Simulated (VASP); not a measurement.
Level of theory: vdW-DF2, VASP's PBE PAW potentials (set 64) (plane waves; VASP).

VASP ran on this input.

**POSCAR**
```
In
1.0
 -1.7146029993   1.7146029993   2.7949012682
  1.7146029993  -1.7146029993   2.7949012682
  1.7146029993   1.7146029993  -2.7949012682
In
1
direct
  0.0000000000   0.0000000000   0.0000000000
```

### INCAR
```
SYSTEM = In
PREC = Accurate
ENCUT = 520
EDIFF = 1E-6
NELM = 100
ALGO = Normal
LREAL = .FALSE.
LASPH = .TRUE.
ISMEAR = 1
SIGMA = 0.1
GGA = ML
ZAB_VDW = -1.8867
LUSE_VDW = .TRUE.
AGGAC = 0.0
LMAXMIX = 4
LWAVE = .FALSE.
LCHARG = .FALSE.
IBRION = 2
ISIF = 3
NSW = 60
EDIFFG = -0.01
```

File KPOINTS:
```
kpoints
0
G
  13 13 13
```

POTCAR, in this order: In_d (PBE.64 set). Program: vasp_std.

What will the output report for the number of irreducible k-points (NKPTS), largest plane-wave count, number of space-group operations, FFT grid (NGX, NGY, NGZ)?

```yaml
number of irreducible k-points (NKPTS): 196
largest_plane_wave_count: 901
number_of_space_group_operations: 16
FFT grid (NGX, NGY, NGZ): 28 × 28 × 28
```

The compound is In in the bct structure. This run relaxes it. Symmetry was kept, so distortions that lower it aren't found. The start is the result of an earlier pass.
